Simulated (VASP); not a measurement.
OSZICAR of a VASP run on Ni:

OSZICAR:
```
       N       E                     dE             d eps       ncg     rms          rms(c)
DAV:   1    -0.615072945828E+02   -0.61507E+02   -0.14574E-07  4792   0.877E-03    0.683E-03
DAV:   2    -0.615073079157E+02   -0.13333E-04   -0.14287E-05  7675   0.905E-02    0.732E-02
DAV:   3    -0.615072919305E+02    0.15985E-04   -0.12994E-05  7171   0.834E-02    0.154E-02
DAV:   4    -0.615072942359E+02   -0.23054E-05   -0.93773E-07  4685   0.235E-02    0.248E-03
DAV:   5    -0.615072944224E+02   -0.18648E-06   -0.17416E-07  4575   0.518E-03
   1 F= -.61507294E+02 E0= -.61508901E+02  d E =0.482067E-02  mag=     8.1958
```

Q: Which electronic solver shows in the log?

A: It is blocked Davidson (ALGO = Normal, or the opening steps of other solvers). The INCAR had ALGO = Normal.

Q: How was spin treated?

A: Collinear spin (ISPIN = 2): the summary line carries one mag value, 8.20 μB in the cell.

Q: Can the final energy be trusted as converged?

A: The run converged. It stopped with EDIFF = 1E-6, NELM = 100 (PBE GGA, plane waves, VASP's PBE PAW potentials (set 64)). The run did not end as a converged relaxation.

The cell is a thin slab with vacuum, built from Ni (fcc): (210) face.
